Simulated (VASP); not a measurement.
Consider the following.

```xyz
3
Lattice="0.0000 2.5352 2.5352 2.5352 0.0000 2.5352 2.5352 2.5352 0.0000" Properties=species:S:1:pos:R:3 pbc="T T T"
Hf     0.0000     0.0000     0.0000
O      1.2676     1.2676     1.2676
O      3.8028     3.8028     3.8028
```

Calculation: PBE GGA, VASP's PBE PAW potentials (set 64) (plane waves; VASP 6.6.1). Settings: 620 eV cut-off, 8×8×8 Γ-centred mesh, Gaussian smearing of 0.050 eV, potentials Hf_pv O.

**Question.** The ions, cell shape and volume at an external pressure of 5.0 GPa are relaxed. Which structure does the run end with?

**Answer.** 
```xyz
3
Lattice="0.0000 2.5193 2.5193 2.5193 0.0000 2.5193 2.5193 2.5193 0.0000" Properties=species:S:1:pos:R:3 pbc="T T T"
Hf     0.0000     0.0000     0.0000
O      1.2597     1.2597     1.2597
O      3.7790     3.7790     3.7790
```
Space group Fm-3m (225), at a tolerance of 0.03 Å.

**Question.** How do energy and volume change from the first to the last step?

**Answer.** The energy (σ→0) changes by +3.1 meV/atom and the volume by -1.9 %, in 3 ionic steps.

The compound is HfO2 in the fluorite structure, the high-temperature cubic form, which is unstable at 0 K; the monoclinic form is the stable one. This run relaxes it under an external pressure of 5 GPa. Symmetry was kept, so distortions that lower it aren't found.
